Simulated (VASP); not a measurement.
Here is the system:

```
CELL_PARAMETERS angstrom
      4.64109     0.00000     0.00000
      0.00000     4.64109     0.00000
      0.00000     0.00000     3.06674
ATOMIC_POSITIONS crystal
  Mg 0.00000 0.00000 0.00000
  Mg 0.50000 0.50000 0.50000
  F  0.30275 0.30275 0.00000
  F  0.80275 0.19725 0.50000
  F  0.19725 0.80275 0.50000
  F  0.69725 0.69725 0.00000
```

The numbers are results of optB86b-vdW, VASP's PBE PAW potentials (set 64) (plane waves; VASP 6.6.1), not measurements. Run with 520 eV cut-off, Gaussian smearing of 0.050 eV, potentials Mg F.

Question: Give the energies of bands 5 to 18 at the high-symmetry points, in eV from the valence-band maximum.

Answer: 
```
band      Γ      X      M      Z      R      A
----  -----  -----  -----  -----  -----  -----
5     -4.01  -3.27  -3.06  -2.94  -3.13  -3.71
6     -2.47  -3.27  -3.06  -2.94  -3.13  -3.71
7     -2.07  -1.75  -2.08  -2.43  -2.91  -2.99
8     -2.07  -1.75  -2.08  -2.43  -2.91  -2.99
9     -1.89  -1.56  -1.29  -2.20  -2.04  -1.44
10    -1.84  -1.56  -1.29  -2.20  -2.04  -1.44
11    -1.21  -1.36  -1.26  -1.42  -1.34  -1.39
12    -1.21  -1.36  -1.26  -1.42  -1.34  -1.39
13    -0.72  -0.97  -0.95  -1.14  -0.72  -0.60
14    -0.32  -0.97  -0.95  -1.14  -0.72  -0.60
15    -0.32  -0.37  -0.76  -0.84  -0.66  -0.47
16     0.00  -0.37  -0.76  -0.84  -0.66  -0.47
17     7.08   9.46  11.16  11.78  12.69  13.25
18    12.20   9.46  11.16  11.78  12.69  13.25
```

The gap is direct, 7.08 eV, from the valence maximum at Γ to the conduction minimum at Γ.

Measured: gap 12.40 eV (computed value off by -5.32 eV), as given by Andrés Aguado et al., Journal of the Physical Society of Japan (1999), arXiv:cond-mat/9901145.

The compound is MgF2 in the rutile structure. It was relaxed first.
